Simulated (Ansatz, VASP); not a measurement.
**Two plane-wave programs on CuPd (Skaergaardite)**

Contents of INCAR:

```
SYSTEM = CuPd
PREC = Accurate
ENCUT = 600
EDIFF = 1E-7
ISMEAR = 0
SIGMA = 0.1
LREAL = .FALSE.
LASPH = .TRUE.
NELM = 100
ALGO = Normal
ISIF = 3
LWAVE = .FALSE.
LCHARG = .FALSE.
GGA = CA
IBRION = 2
NSW = 100
EDIFFG = -0.005
```

Contents of KPOINTS:

```
regular mesh
0
G
  14 14 14
  0 0 0
```

File POSCAR:

```
CuPd
1.0
    2.9329858447      0.0000000000      0.0000000000
    0.0000000000      2.9329858447      0.0000000000
    0.0000000000      0.0000000000      2.9329858447
Cu Pd
1 1
Direct
    0.0000000000      0.0000000000      0.0000000000
    0.5000000000      0.5000000000      0.5000000000
```

Input for Ansatz:

```yaml
crystal:
  lattice:
    - [2.9329858447, 0.0, 0.0]
    - [0.0, 2.9329858447, 0.0]
    - [0.0, 0.0, 2.9329858447]
  atoms:
    - { symbol: Cu, position: [0.0, 0.0, 0.0] }
    - { symbol: Pd, position: [0.5, 0.5, 0.5] }
basis:
  ecutwfc: 420
kpoints:
  mp_grid: { grid: [14, 14, 14] }
hamiltonian:
  xc: lda
scf:
  occupations: { method: gaussian, width: 0.1 }
output:
  forces: true
  stress: true
  eigenvalues: true
  write_density: true
  write_potential: true
  elf: true
  volumetric_format: npy
relax:
  adjacent_minimum: "off"
  f_tol: 0.005
  max_steps: 80
  cell: { stress_tol: 0.05 }
```

Alike in both runs: task relaxation of cell and atoms; functional LDA; k mesh 14 × 14 × 14; occupations gaussian, width 0.1 eV; no spin polarisation.

```csv
,VASP,Ansatz
version,VASP 6.6.1,Ansatz 0.2.0
potentials or method,"VASP PAW LDA potentials, release 64 (Cu, Pd)","scalar-relativistic, plane waves, PAW"
plane-wave cutoff (eV),600,420
valence electrons in the cell,21,37
```

Ansatz gave:

| Item | Value |
| --- | --- |
| gap on the k mesh at the Fermi level, each at its own relaxed structure (eV) | none |
| relaxed volume (Å³/atom) | 12.57 |
| relaxed cell length with the largest relative difference (Å) | 2.930 |

Problem. What did VASP give for the same quantities?

Solution. gap on the k mesh at the Fermi level, each at its own relaxed structure (eV): none; relaxed volume (Å³/atom): 12.62; relaxed cell length with the largest relative difference (Å): 2.933.

A gap of «none» marks a metal or a gap that the smearing closes. The two sets of potentials don't hold the same shells in valence.

Caveats: the relaxation stopped at its first step, so nothing moved.
